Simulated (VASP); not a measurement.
Wanted: the native input for a VASP 6.6.1 run.

```
Task                   : relaxation of cell and atoms
Functional             : PBEsol
Potentials or basis    : VASP PAW PBE potentials, release 64 (W_sv)
Cutoff                 : 600 eV
k mesh                 : 16 × 16 × 16
Occupations            : methfessel-paxton, width 0.1 eV
Spin                   : no spin polarisation
Further INCAR settings : ALGO = Normal; EDIFF = 1e-06; IBRION = 2; EDIFFG = -0.01; NSW = 90; ISIF = 3
```

The structure of W lies in POSCAR:

```
W
1.0
   -1.5823450000      1.5823450000      1.5823450000
    1.5823450000     -1.5823450000      1.5823450000
    1.5823450000      1.5823450000     -1.5823450000
W
1
Direct
    0.0000000000      0.0000000000      0.0000000000
```

The input as run:

INCAR

```
SYSTEM = W
ALGO = Normal
EDIFF = 1E-6
EDIFFG = -0.01
ENCUT = 600
GGA = PS
IBRION = 2
ISIF = 3
ISMEAR = 1
LASPH = .TRUE.
LCHARG = .FALSE.
LREAL = .FALSE.
LWAVE = .FALSE.
NELM = 80
NSW = 90
PREC = Accurate
SIGMA = 0.1
```

KPOINTS

```
k-points
0
G
  16 16 16
  0 0 0
```

Potentials or basis: VASP PAW PBE potentials, release 64 (W_sv).

Command:

```sh
$ cat potpaw_PBE.64/W_sv/POTCAR > POTCAR
$ mpirun -np 1 vasp_std > vasp.out
```

Results of the run:

```
Relaxed volume                         : 15.71 Å³/atom
Relaxed cell                           : a = 2.733 Å, b = 2.733 Å, c = 2.733 Å, α = 109.47°, β = 109.47°, γ = 109.47°
Space group after relaxing (to 0.05 Å) : Im-3m (No. 229)
Energy gained by relaxing              : 1.3 meV/atom
Ionic steps                            : 3
Pressure after relaxing                : 0.0 GPa
Band gap on the k mesh                 : none (metal or under the smearing width)
```

Caveat: the PAW data sets were made with another functional, which shifts forces and pressure a little.

Wall time 18 s on 1 thread of Intel(R) Xeon(R) 6975P-C (Granite Rapids), with other jobs on the host, peak memory 0.17 GiB.
